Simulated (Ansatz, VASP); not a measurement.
# AgSn2SeI3 in VASP and in Ansatz

```
Ag Sn Se I
1.0
     4.25641    2.45744    5.69939
    -4.25641    2.45744    5.69939
     0.00000   -4.91488    5.69939
Ag Sn Se I
1 2 1 3
Direct
  0.96649 0.96649 0.96649
  0.14622 0.14622 0.14622
  0.39421 0.39421 0.39421
  0.53349 0.53349 0.53349
  0.88111 0.38263 0.88111
  0.88111 0.88111 0.38263
  0.38263 0.88111 0.88111
```

Alike in both runs: functional PBE; k mesh 2 × 2 × 2; occupations gaussian, width 0.15 eV; no spin polarisation.

Ansatz relaxed the structure, and its values are those at the end. VASP's run is a single point on that final structure, the one shown.

```csv
,VASP,Ansatz
version,VASP 6.6.1,Ansatz 0.2.0
potentials or method,"VASP PAW PBE potentials, release 64 (Ag, Sn_d, Se, I)","scalar-relativistic, plane waves, PAW"
plane-wave cutoff (eV),520,420
valence electrons in the cell,66,114
```

Ansatz gave:

```
gap on the k mesh at the Fermi level (eV) : 1.83
least direct gap on the mesh (eV)         : 1.85
pressure (GPa)                            : 0.0
rms of the force components (eV/Å)        : 0.010
```

**Question.** Which values does VASP return?

**Answer.** gap on the k mesh at the Fermi level (eV): 1.83; least direct gap on the mesh (eV): 1.84; pressure (GPa): 0.0; rms of the force components (eV/Å): 0.009.

The two sets of potentials don't hold the same shells in valence.

Caveats: the k mesh is coarse (spacing up to 0.46 Å⁻¹), so the values aren't converged; spin-orbit coupling is left out, which moves the levels of the heavy elements. A k mesh can miss the band edges.
